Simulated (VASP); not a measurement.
BaTiO3: transverse stress against strain

BaTiO3 (cubic perovskite, Pm-3m, 12.881 Å³/atom and stress up to 0.12 GPa in the relaxed cell, cube axes along x, y and z) under an equal strain ε along x and y, with z held. r2SCAN in VASP (plane waves, PAW), 600 eV, 8×8×8 Γ-centred mesh, Gaussian smearing 0.05 eV; ions are relaxed, or left where forces stay under 0.02 eV/Å, within the symmetry of each cell. Stress is positive for a compressed cell.

Here s stands for strain and y for stress zz.

| strain (%) | stress zz (GPa) |
|---|---|
| -1.50 | 3.48 |
| -1.00 | 2.23 |
| -0.50 | 1.03 |
| 0.00 | -0.12 |
| 0.50 | -1.23 |
| 1.00 | -2.30 |
| 1.50 | -3.32 |
| 3.00 | ? |

Fit y of the 7 rows that show it with a straight line. Means: s 0, y -0.033. About the means, the sum of products is -15.860 and the sum of squares of s is 7.0000; the slope is their ratio. Least squares gives y = -0.033 - 2.2657·s. Residuals (row less fit): 0.114, -0.003, -0.070, -0.087, -0.064, -0.001, 0.112; standard error 0.092 (degrees of freedom: 5). The slope gives the elastic constant 2C12 = 227 ± 3 GPa (± standard error of the fit, which holds the terms cut off).

Estimate the missing y (s = 3.00); what did the run itself give?

y = -0.033 - 2.2657 × 3.0 = -6.830 GPa. The calculation gives -6.16 GPa, 0.670 GPa above the prediction (7.0 % of the range of y in the table). The row lies outside the fitted rows, so this is an extrapolation. From the scatter of the fitted rows alone, a prediction at this place has a standard error of 0.143 GPa, so the miss is 4.7 times that.

A polynomial of degree 2 through the 12 other runs of the series gives -6.13 there, so most of the miss is curvature that the fit leaves out. The primitive cell can neither tilt nor turn polar against its symmetry, as such crystals can under strain. BaTiO3 is here the ideal cubic form; the compound distorts at low or room temperature. Rows are the converged runs of the series near zero and its far end, less any whose ions stayed unrelaxed beside relaxed ones; series whose fitted rows scatter by over a few per cent of the range, as at a crossing or softening among them, aren't shown in this form. Most that stay on the fit to the last digits aren't either.
